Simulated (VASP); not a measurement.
Level of theory: PBE GGA with D4 dispersion, VASP's PBE PAW potentials (set 64) (plane waves; VASP).

VASP input:

**POSCAR**
```
RuAl
2.9780420
  1.0000000092   0.0000000000   0.0000000000
  0.0000000000   1.0000000092   0.0000000000
  0.0000000000   0.0000000000   1.0000000092
Al Ru
1 1
Direct
  0.5000000000   0.5000000000   0.5000000000
  0.0000000000   0.0000000000   0.0000000000
```

**INCAR**
```
SYSTEM = RuAl
PREC = Accurate
ENCUT = 520
EDIFF = 1E-7
NELM = 100
ALGO = Normal
LREAL = .FALSE.
LASPH = .TRUE.
ISMEAR = -5
GGA = PE
IVDW = 13
LMAXMIX = 4
LWAVE = .FALSE.
LCHARG = .TRUE.
LORBIT = 11
NEDOS = 601
ISIF = 2
```

File KPOINTS:
```
Automatic mesh
0
Gamma
14 14 14
0 0 0
```

POTCAR, in this order: Al Ru_pv (PBE.64 set). Program: vasp_std.

Output

**OUTCAR**
```
 ion  position               nearest neighbor table
   1  0.500  0.500  0.500-   2 2.58   2 2.58   2 2.58   2 2.58   2 2.58   2 2.58   2 2.58   2 2.58
  LATTYP: Found a simple cubic cell.
 ALAT       =     2.9780420274
 Subroutine PRICEL returns:
 Original cell was already a primitive cell.
 Subroutine GETGRP returns: Found 48 space group operations
The static configuration has the point symmetry O_h .
The dynamic configuration has the point symmetry O_h .
 Subroutine INISYM returns: Found 48 space group operations
 Subroutine IBZKPT returns following result:
 Found    120 irreducible k-points:

 Following reciprocal coordinates:
            Coordinates               Weight
  0.000000  0.000000  0.000000      1.000000
  0.071429  0.000000  0.000000      6.000000
  0.142857  0.000000  0.000000      6.000000
  0.214286  0.000000  0.000000      6.000000
  0.285714  0.000000  0.000000      6.000000
  0.357143  0.000000  0.000000      6.000000
  0.428571  0.000000  0.000000      6.000000
  0.500000  0.000000  0.000000      3.000000
  0.071429  0.071429  0.000000     12.000000
  0.142857  0.071429  0.000000     24.000000
...
```

**OSZICAR**
```
       N       E                     dE             d eps       ncg     rms          rms(c)
DAV:   1     0.113907524537E+03    0.11391E+03   -0.94888E+03  2896   0.134E+03
DAV:   2    -0.125752265120E+02   -0.12648E+03   -0.12189E+03  3164   0.349E+02
DAV:   3    -0.148990364052E+02   -0.23238E+01   -0.22471E+01  3432   0.483E+01
DAV:   4    -0.149233160780E+02   -0.24280E-01   -0.24217E-01  3284   0.497E+00
DAV:   5    -0.149238809856E+02   -0.56491E-03   -0.56419E-03  3608   0.679E-01    0.126E+01
DAV:   6    -0.143307275533E+02    0.59315E+00   -0.36139E+00  3052   0.219E+01    0.245E+00
DAV:   7    -0.142611978213E+02    0.69530E-01   -0.27907E-01  3072   0.633E+00    0.216E+00
DAV:   8    -0.142452236083E+02    0.15974E-01   -0.17782E-02  3112   0.137E+00    0.206E-01
DAV:   9    -0.142450827068E+02    0.14090E-03   -0.29923E-04  3400   0.164E-01    0.136E-01
DAV:  10    -0.142450808301E+02    0.18767E-05   -0.29589E-05  3596   0.733E-02    0.119E-02
DAV:  11    -0.142450780349E+02    0.27952E-05   -0.23248E-06  3368   0.201E-02    0.597E-03
DAV:  12    -0.142450777175E+02    0.31749E-06   -0.61405E-08  1852   0.269E-03    0.189E-04
DAV:  13    -0.142450777671E+02   -0.49610E-07   -0.94982E-09  1568   0.105E-03
   1 F= -.15204806E+02 E0= -.15204806E+02  d E =0.000000E+00
```

File OUTCAR:
```
------------------------ aborting loop because EDIFF is reached ----------------------------------------
  Edisp (eV):   -0.95973
  FORCE on cell =-STRESS in cart. coord.  units (eV):
  Direction    XX          YY          ZZ          XY          YZ          ZX
  --------------------------------------------------------------------------------------
  Total      -0.01075    -0.01075    -0.01075    -0.00000    -0.00000     0.00000
  in kB      -0.65199    -0.65199    -0.65199    -0.00000    -0.00000     0.00000
  external pressure =       -0.65 kB  Pullay stress =        0.00 kB
  volume of cell :       26.41
      direct lattice vectors                 reciprocal lattice vectors
     2.978042027  0.000000000  0.000000000     0.335791097  0.000000000  0.000000000
     0.000000000  2.978042027  0.000000000     0.000000000  0.335791097  0.000000000
     0.000000000  0.000000000  2.978042027     0.000000000  0.000000000  0.335791097
 POSITION                                       TOTAL-FORCE (eV/Angst)
 -----------------------------------------------------------------------------------
      1.48902      1.48902      1.48902         0.000000      0.000000      0.000000
      0.00000      0.00000      0.00000         0.000000      0.000000      0.000000
 -----------------------------------------------------------------------------------
    total drift:                                0.000000      0.000000      0.000000
  FREE ENERGIE OF THE ION-ELECTRON SYSTEM (eV)
  ---------------------------------------------------
  free  energy   TOTEN  =       -15.2048063012 eV

  energy  without entropy=      -15.2048063012  energy(sigma->0) =      -15.20480630

 total charge

# of ion       s       p       d       tot
------------------------------------------
    1        0.393   0.425   0.000   0.818
    2        0.341   6.250   6.221  12.812
--------------------------------------------------
tot          0.734   6.675   6.221  13.630
```
(Selected blocks of OUTCAR.)

For a metal the tetrahedron method with Blöchl corrections gives inexact stress and forces.

The compound is RuAl in the CsCl type structure. It was relaxed first. The electron count is odd and the run is not spin-polarised, which forces a metal.
